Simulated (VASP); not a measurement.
Input:

```
SnSb
1.0
    2.52346     1.45692     3.00437
   -2.52346     1.45692     3.00437
    0.00000    -2.91384     3.00437
Sn Sb
1 1
Direct
  0.33993   0.33993   0.33993
  0.66007   0.66007   0.66007
```

Method: PBEsol GGA, VASP's PBE PAW potentials (set 64) (plane waves; VASP 6.6.1). Numerical set-up: 400 eV cut-off, Gaussian smearing of 0.050 eV, potentials Sn_d Sb.

Unless said otherwise, spin-orbit coupling is left out, though it shifts the bands of the heavy elements here.

Problem. Estimate the band gap (along the path) with the smallest direct gap where there is one.

Solution. 
```
Item                                                          Value
-------------------------  ----------------------------------------
band gap (along the path)  none (metal, semimetal or under 0.01 eV)
```

Only differences to runs with the same potentials and settings are physical.

The structure comes from a computed database's SnSb entry (R3m); how it stands against other phases isn't given here. It was relaxed first, which changed the volume by -13 %. The electron count is odd and the run is not spin-polarised, which forces a metal.
